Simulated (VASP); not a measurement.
Output of a VASP run:

File OSZICAR:
```
       N       E                     dE             d eps       ncg     rms          rms(c)
DAV:   1     0.175401438545E+03    0.17540E+03   -0.11633E+04  1302   0.167E+03
DAV:   2     0.768179479667E+01   -0.16772E+03   -0.16606E+03  1308   0.362E+02
DAV:   3    -0.697632192093E+01   -0.14658E+02   -0.14598E+02  1430   0.125E+02
DAV:   4    -0.735861190320E+01   -0.38229E+00   -0.38165E+00  1424   0.222E+01
DAV:   5    -0.737277090245E+01   -0.14159E-01   -0.14158E-01  1724   0.369E+00    0.359E+00
DAV:   6    -0.731542932542E+01    0.57342E-01   -0.28365E-02  1360   0.200E+00    0.213E+00
DAV:   7    -0.728897648796E+01    0.26453E-01   -0.65410E-02  1600   0.248E+00    0.179E-01
DAV:   8    -0.729146089091E+01   -0.24844E-02   -0.50681E-03  1352   0.769E-01    0.538E-02
DAV:   9    -0.729184125250E+01   -0.38036E-03   -0.45812E-04  1392   0.146E-01    0.192E-02
DAV:  10    -0.729185860088E+01   -0.17348E-04   -0.43297E-05  1370   0.605E-02    0.559E-03
DAV:  11    -0.729186206059E+01   -0.34597E-05   -0.80843E-06  1042   0.242E-02    0.185E-03
DAV:  12    -0.729186199897E+01    0.61621E-07   -0.46493E-07   856   0.866E-03
   1 F= -.72918620E+01 E0= -.72914591E+01  d E =-.805847E-03
```

### OUTCAR
```
------------------------ aborting loop because EDIFF is reached ----------------------------------------
  FORCE on cell =-STRESS in cart. coord.  units (eV):
  Direction    XX          YY          ZZ          XY          YZ          ZX
  --------------------------------------------------------------------------------------
  Total        2.9325970      2.8084863      2.9141883     -0.3577856      0.1108218      0.8340748
  in kB       73.0821657     69.9892500     72.6234105     -8.9162432      2.7617497     20.7856704
  external PRESSURE =      71.8982754 kB  Pullay stress =       0.0000000 kB
  volume of cell :       64.29
      direct lattice vectors                 reciprocal lattice vectors
     0.000000000  3.179610000  3.179610000    -0.157251990  0.157251990  0.157251990
     3.179610000  0.000000000  3.179610000     0.157251990 -0.157251990  0.157251990
     3.179610000  3.179610000  0.000000000     0.157251990  0.157251990 -0.157251990
 POSITION                                       TOTAL-FORCE (eV/Angst)
 -----------------------------------------------------------------------------------
      3.18298      0.03056      3.16746        -0.027186     -0.481582      0.183124
      1.58643      1.55924      1.60196         0.027186      0.481582     -0.183124
 -----------------------------------------------------------------------------------
    total drift:                                0.000000      0.000000      0.000000
  FREE ENERGIE OF THE ION-ELECTRON SYSTEM (eV)
  ---------------------------------------------------
  free  energy   TOTEN  =        -7.2918619990 eV

  energy  without entropy=       -7.2910561521  energy(sigma->0) =       -7.29145908
```
(Selected blocks of OUTCAR.)

### POSCAR
```
Sn
1
    0.0000000000     3.1796100000     3.1796100000
    3.1796100000     0.0000000000     3.1796100000
    3.1796100000     3.1796100000     0.0000000000
Sn
2
Direct
  0.0023650000  -0.0061870000   0.0072470000
  0.2476350000   0.2561870000   0.2427530000
```

Question: Reconstruct the remaining input files.

Answer: This is not unique; one that fits is the input of the run itself, PBE GGA, plane waves, VASP's PBE PAW potentials (set 64).

INCAR:
```
SYSTEM=Sn
PREC=Accurate; ENCUT=300; LREAL=.FALSE.
LASPH=.TRUE.
EDIFF=1E-6; NELM=100; ALGO=Normal
LMAXMIX=4
ISMEAR=-1; SIGMA=0.02
GGA=PE
ISIF=2
LWAVE=.FALSE.; LCHARG=.FALSE.
```

### KPOINTS
```
Automatic mesh
0
gamma
4 4 4
0 0 0
```

POTCAR, in this order: Sn_d (PBE.64 set). Program: vasp_std.

At this cut-off the stress carries a Pulay error, which pulls relaxed volumes low.

The structure is a typed Sn crystal. The cell was not relaxed at this level, atoms are displaced from their ideal sites. The k-mesh is coarse (spacing up to 0.43 per Å, 2π included), so the numbers may not be converged in it.
